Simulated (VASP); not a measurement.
```xyz
1
Lattice="2.8985 0.0000 0.0000 0.0000 2.8985 0.0000 0.0000 0.0000 2.8985" Properties=species:S:1:pos:R:3 pbc="T T T"
Zr     0.0000     0.0000     0.0000
```

Level of theory: r2SCAN meta-GGA, VASP's PBE PAW potentials (set 64) (plane waves; VASP). Numerical set-up: 400 eV cut-off, 14×14×14 Γ-centred mesh, tetrahedra with Blöchl corrections, potentials Zr_sv.

Q: What does the run give for the energy per atom (σ→0), band gap (over mesh and band path) with the smallest direct gap where there is one?

A: 
The band gap (over mesh and band path) is none (metal, semimetal or under 0.01 eV) and the energy per atom (σ→0) is -21789 meV/atom.

Only differences to runs with the same potentials and settings are physical.

The structure was generated: Zr was put into the simple-cubic type (Pm-3m), which need not be its known phase. It was relaxed first, which changed the volume by -6 %.
